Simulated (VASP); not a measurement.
Here is the system:

```
Rb
1.0
   -2.83619     2.83619     2.83619
    2.83619    -2.83619     2.83619
    2.83619     2.83619    -2.83619
Rb
1
Direct
  0.00000   0.00000   0.00000
```

Method: PBE GGA, VASP's PBE PAW potentials (set 64) (plane waves; VASP). Settings: PREC = Normal, EDIFF = 1E-5, 400 eV cut-off, 10×10×10 Γ-centred mesh, first-order Methfessel-Paxton smearing of 0.10 eV, potentials Rb_sv.

**Question.** What does the run give for the energy per atom (σ→0), band gap (on the k-mesh) with the smallest direct gap where there is one?

**Answer.** 
band gap (on the k-mesh): none (metal, semimetal or under 0.01 eV)
energy per atom (σ→0): -933 meV/atom

Only differences to runs with the same potentials and settings are physical.

The compound is Rb in the bcc structure. It was relaxed first.
